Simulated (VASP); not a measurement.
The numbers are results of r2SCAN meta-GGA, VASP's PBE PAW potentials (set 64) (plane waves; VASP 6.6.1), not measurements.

A VASP calculation is set up with these files.

### KPOINTS
```
Automatic mesh
0
Gamma
13 13 13
0 0 0
```

**INCAR**
```
SYSTEM = AuZn
PREC = Accurate; ENCUT = 520; LREAL = .False.
LASPH = .True.
EDIFF = 1E-7; NELM = 100; ALGO = Normal
LMAXMIX = 6; LMIXTAU = .True.
ISMEAR = -5
METAGGA = R2SCAN
ISIF = 2
LWAVE = .False.; LCHARG = .False.; LORBIT = 11
NEDOS = 601
```

File KPOINTS_OPT:
```
k-points along high-symmetry lines
10
Line-mode
Reciprocal
  0.000000   0.000000   0.000000 ! GAMMA
  0.000000   0.500000   0.000000 ! X

  0.000000   0.500000   0.000000 ! X
  0.500000   0.500000   0.000000 ! M

  0.500000   0.500000   0.000000 ! M
  0.000000   0.000000   0.000000 ! GAMMA

  0.000000   0.000000   0.000000 ! GAMMA
  0.500000   0.500000   0.500000 ! R

  0.500000   0.500000   0.500000 ! R
  0.000000   0.500000   0.000000 ! X

  0.500000   0.500000   0.500000 ! R
  0.500000   0.500000   0.000000 ! M
```

**POSCAR**
```
AuZn
1
    3.1500000000     0.0000000000     0.0000000000
    0.0000000000     3.1500000000     0.0000000000
    0.0000000000     0.0000000000     3.1500000000
Zn Au
1 1
Direct
  0.5000000000   0.5000000000   0.5000000000
  0.0000000000   0.0000000000   0.0000000000
```

POTCAR, in this order: Zn Au (PBE.64 set). Program: vasp_std.

Question: What will the output report for the number of irreducible k-points (NKPTS), largest plane-wave count, number of space-group operations, FFT grid (NGX, NGY, NGZ)?

Answer: 
```json
{
 "number of irreducible k-points (NKPTS)": "84",
 "largest_plane_wave_count": "864",
 "number_of_space_group_operations": "48",
 "FFT grid (NGX, NGY, NGZ)": "24 × 24 × 24"
}
```

The compound is AuZn in the CsCl type structure. The cell was not relaxed at this level. The electron count is odd and the run is not spin-polarised, which forces a metal.
